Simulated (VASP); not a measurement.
VASP ran on this input.

### INCAR
```
# general
SYSTEM   =  KCl
PREC     =  Accurate
ENCUT    =  480   # plane-wave cut-off (eV)
LREAL    =  F
LASPH    =  T

# electronic loop
EDIFF    =  1E-7   # SCF stop (eV)
NELM     =  100
ALGO     =  Normal
LMIXTAU  =  T

# smearing
ISMEAR   =  0   # Gaussian
SIGMA    =  0.05   # width (eV)

# functional
METAGGA  =  R2SCAN

# ions
IBRION   =  2   # conjugate gradients
NSW      =  40
ISIF     =  3   # ions, shape and volume
EDIFFG   =  -0.01   # ionic stop
PSTRESS  =  100

# output
LWAVE    =  F
LCHARG   =  F
```

**KPOINTS**
```
kpoints
0
Gamma
8 8 8
0 0 0
```

POSCAR:
```
KCl
1
   -0.0000000000     2.8779030756     2.8779030756
    2.8779030756     0.0000000000     2.8779030756
    2.8779030756     2.8779030756    -0.0000000000
K Cl
1 1
Direct
  0.0000000000   0.0000000000   0.0000000000
  0.5000000000   0.5000000000   0.5000000000
```

POTCAR, in this order: K_sv Cl (PBE.64 set). Program: vasp_std.

### Question
Translate this r2SCAN calculation to Ansatz.

### Answer
One equivalent input (not run):
Ansatz 0.2 input:
```yaml
crystal:
  lattice:
    - [0.0000000, 2.8779031, 2.8779031]
    - [2.8779031, 0.0000000, 2.8779031]
    - [2.8779031, 2.8779031, 0.0000000]
  atoms:
    - { symbol: K, position: [0.0000000, 0.0000000, 0.0000000] }
    - { symbol: Cl, position: [0.5000000, 0.5000000, 0.5000000] }
kpoints:
  mp_grid: { grid: [8, 8, 8] }
hamiltonian:
  xc: r2scan
  pseudopotentials: { kind: paw }
scf:
  occupations: { method: gaussian, width: 0.05 }
  max_iter: 100
relax:
  max_steps: 40
  f_tol: 0.01
  cell: { p_target: 10 }
output: { forces: true, stress: true, eigenvalues: true }
```
The two are equivalent in intent, not identical: each code has its own PAW files, so the cut-off isn't converted (ENCUT is set for VASP's; basis.ecutwfc is left out, and Ansatz then takes the one that its files recommend); Ansatz stops its SCF on the density residual and VASP on the energy change (EDIFF).

The compound is KCl in the rock salt structure. It was relaxed first under an external pressure of 10 GPa.
